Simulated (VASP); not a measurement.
Data:

```xyz
3
Lattice="0.0000 2.6633 2.6633 2.6633 0.0000 2.6633 2.6633 2.6633 0.0000" Properties=species:S:1:pos:R:3 pbc="T T T"
Cd     0.0000     0.0000     0.0000
F      1.3316     1.3316     1.3316
F      3.9949     3.9949     3.9949
```

Computed with TPSS meta-GGA, VASP's PBE PAW potentials (set 64) (plane waves; VASP). Run with 520 eV cut-off, 7×7×7 Γ-centred mesh, Gaussian smearing of 0.050 eV, potentials Cd F.

### Question
Give the stress tensor in GPa (positive for a compressed cell).

### Answer

```
7.60  0.00  0.00
0.00  7.60  0.00
0.00  0.00  7.60
```
The pressure is its mean diagonal, 7.60 GPa.

The compound is CdF2 in the fluorite structure. This cell is one point of a volume scan, at 0.94 of the reference volume.
